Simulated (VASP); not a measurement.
Computed with PBEsol GGA, VASP's PBE PAW potentials (set 64) (plane waves; VASP 6.6.1).

VASP ran on this input.

**POSCAR**
```
Be3CdS4
1
    0.0000000000     2.5184593326     2.5184593326
    2.5184593326     0.0000000000     2.5184593326
   10.2876590855    10.2876590855    -0.2138217553
Cd S Be
1 4 3
Direct
  0.0144791472   0.0144791472   0.9891406396
  0.2019502138   0.2019502138   0.0985373396
  0.2323750470   0.2323750470   0.3257187147
  0.2597771179   0.2597771179   0.5551671616
  0.2888229125   0.2888229125   0.7833828156
  0.9731013948   0.9731013948   0.2701739539
  0.0013259896   0.0013259896   0.4990055078
  0.0281681771   0.0281681771   0.7288738672
```

### KPOINTS
```
K-points
0
Gamma
  7 7 2
```

**INCAR**
```
! general
SYSTEM  = Be3CdS4
PREC    = Accurate
ENCUT   = 400
LREAL   = .FALSE.   ! projection in real space or not
LASPH   = .TRUE.   ! aspherical one-centre terms

! electronic loop
EDIFF   = 1E-6
NELM    = 100
ALGO    = Normal
LMAXMIX = 4   ! l cut-off of mixed one-centre charges

! smearing
ISMEAR  = 0   ! Gaussian
SIGMA   = 0.05   ! width (eV)

! functional
GGA     = PS   ! PBEsol

! ions
IBRION  = 2
NSW     = 60   ! most ionic steps
ISIF    = 3
EDIFFG  = -0.02

! output
LWAVE   = .FALSE.
LCHARG  = .FALSE.
```

POTCAR, in this order: Cd S Be (PBE.64 set). Program: vasp_std.

What VASP printed:

OSZICAR:
```
       N       E                     dE             d eps       ncg     rms          rms(c)
DAV:   1     0.202627658828E+03    0.20263E+03   -0.16810E+04  1664   0.117E+03
DAV:   2    -0.236480358566E+02   -0.22628E+03   -0.22127E+03  2020   0.267E+02
DAV:   3    -0.388274836830E+02   -0.15179E+02   -0.15085E+02  2122   0.762E+01
DAV:   4    -0.390466148092E+02   -0.21913E+00   -0.21887E+00  2216   0.982E+00
DAV:   5    -0.390509044272E+02   -0.42896E-02   -0.42878E-02  2192   0.134E+00    0.135E+01
DAV:   6    -0.377756137387E+02    0.12753E+01   -0.26762E+00  2200   0.220E+01    0.101E+01
DAV:   7    -0.376743636002E+02    0.10125E+00   -0.20191E+00  2116   0.838E+00    0.345E+00
DAV:   8    -0.376477620433E+02    0.26602E-01   -0.39013E-01  2054   0.598E+00    0.137E+00
DAV:   9    -0.376476764655E+02    0.85578E-04   -0.35444E-02  2086   0.196E+00    0.537E-01
DAV:  10    -0.376464845414E+02    0.11919E-02   -0.10181E-02  2038   0.844E-01    0.216E-01
DAV:  11    -0.376465060636E+02   -0.21522E-04   -0.11969E-03  2120   0.307E-01    0.813E-02
DAV:  12    -0.376465192813E+02   -0.13218E-04   -0.13516E-04  2206   0.750E-02    0.509E-02
DAV:  13    -0.376465362690E+02   -0.16988E-04   -0.10972E-04  2178   0.936E-02    0.146E-02
DAV:  14    -0.376465362279E+02    0.41103E-07   -0.30411E-05  2062   0.404E-02    0.198E-02
DAV:  15    -0.376465363734E+02   -0.14542E-06   -0.14382E-06  1572   0.729E-03
   1 F= -.37646536E+02 E0= -.37646536E+02  d E =-.376465E+02
       N       E                     dE             d eps       ncg     rms          rms(c)
DAV:   1    -0.376468738223E+02   -0.33759E-03   -0.12245E-02  1706   0.623E-01    0.958E-02
DAV:   2    -0.376468230748E+02    0.50747E-04   -0.65816E-04  2256   0.164E-01    0.426E-02
DAV:   3    -0.376467952902E+02    0.27785E-04   -0.49332E-05  2214   0.462E-02    0.248E-02
DAV:   4    -0.376467868465E+02    0.84437E-05   -0.13241E-05  2248   0.236E-02    0.115E-02
DAV:   5    -0.376467847728E+02    0.20738E-05   -0.35251E-06  1958   0.141E-02    0.363E-03
DAV:   6    -0.376467848167E+02   -0.43958E-07   -0.92702E-07  1074   0.655E-03
   2 F= -.37646785E+02 E0= -.37646785E+02  d E =-.248443E-03
       N       E                     dE             d eps       ncg     rms          rms(c)
DAV:   1    -0.376468694259E+02   -0.84653E-04   -0.53018E-03  1690   0.409E-01    0.620E-02
DAV:   2    -0.376468481942E+02    0.21232E-04   -0.27958E-04  2256   0.107E-01    0.261E-02
DAV:   3    -0.376468361284E+02    0.12066E-04   -0.19609E-05  2216   0.296E-02    0.161E-02
DAV:   4    -0.376468323713E+02    0.37571E-05   -0.60666E-06  2232   0.160E-02    0.747E-03
DAV:   5    -0.376468316311E+02    0.74014E-06   -0.15123E-06  1388   0.943E-03
   3 F= -.37646832E+02 E0= -.37646832E+02  d E =-.295258E-03
       N       E                     dE             d eps       ncg     rms          rms(c)
DAV:   1    -0.376469479677E+02   -0.11560E-03   -0.92141E-03  1668   0.528E-01    0.829E-02
DAV:   2    -0.376469492104E+02   -0.12427E-05   -0.55015E-04  1976   0.165E-01    0.271E-02
DAV:   3    -0.376469442813E+02    0.49291E-05   -0.16808E-05  2178   0.328E-02    0.191E-02
DAV:   4    -0.376469433653E+02    0.91603E-06   -0.92104E-06  2102   0.156E-02
   4 F= -.37646943E+02 E0= -.37646943E+02  d E =-.111734E-03
```

OUTCAR:
```
------------------------ aborting loop because EDIFF is reached ----------------------------------------
  FORCE on cell =-STRESS in cart. coord.  units (eV):
  Direction    XX          YY          ZZ          XY          YZ          ZX
  --------------------------------------------------------------------------------------
  Total        0.0020707      0.0020707      0.0020707     -0.0050531      0.0050531      0.0050531
  in kB        0.0251791      0.0251791      0.0251791     -0.0614435      0.0614435      0.0614435
  external PRESSURE =       0.0251791 kB  Pullay stress =       0.0000000 kB
  volume of cell :      131.76
      direct lattice vectors                 reciprocal lattice vectors
    -0.000000000  2.516617315  2.516617315    -0.196541250  0.200817536  0.196541250
     2.516617315 -0.000000000  2.516617315     0.200817536 -0.196541250  0.196541250
    10.290363962 10.290363962 -0.223894703     0.048066241  0.048066241 -0.048066241
 POSITION                                       TOTAL-FORCE (eV/Angst)
 -----------------------------------------------------------------------------------
     10.21482     10.21482     -0.14835         0.000943      0.000943     -0.000943
      1.52481      1.52481      0.99181         0.001332      0.001332     -0.001332
      3.93636      3.93636      1.09688         0.010915      0.010915     -0.010915
      6.36622      6.36622      1.18363        -0.008344     -0.008344      0.008344
      8.78685      8.78685      1.27962        -0.002465     -0.002465      0.002465
      5.23130      5.23130      4.83517         0.005408      0.005408     -0.005408
      5.13877      5.13877     -0.10553        -0.004308     -0.004308      0.004308
      7.56815      7.56815     -0.01830        -0.003480     -0.003480      0.003480
 -----------------------------------------------------------------------------------
    total drift:                               -0.000085     -0.000085      0.000088
  FREE ENERGIE OF THE ION-ELECTRON SYSTEM (eV)
  ---------------------------------------------------
  free  energy   TOTEN  =       -37.6469433653 eV

  energy  without entropy=      -37.6469433652  energy(sigma->0) =      -37.64694337

 reached required accuracy - stopping structural energy minimisation
```
(Selected blocks of OUTCAR.)

File CONTCAR:
```
Be3CdS4
   1.00000000000000
    -0.0000000000000181    2.5166173147723958    2.5166173147724322
     2.5166173147723963   -0.0000000000000181    2.5166173147724322
    10.2903639620263778   10.2903639620263778   -0.2238947031367247
  Cd              S               Be
     1     4     3
Direct
     0.0145243582583188    0.0145243582583188    0.9891067313062627
     0.2014517609548286    0.2014517609548286    0.0989111792338813
     0.2324144240758685    0.2324144240758685    0.3256891818930995
     0.2598557653053506    0.2598557653053506    0.5551081760459838
     0.2890736240127778    0.2890736240127778    0.7831947819654179
     0.9726803603186591    0.9726803603186591    0.2704897297610022
     0.0012329994344454    0.0012329994344454    0.4990752504241642
     0.0287667075397496    0.0287667075397496    0.7284249693701883
```

The structure was generated: Be3CdS4 was put into an ordered model structure (R3m), which need not be its known phase. This run relaxes it. Symmetry was kept, so distortions that lower it aren't found. The start is the result of an earlier pass.
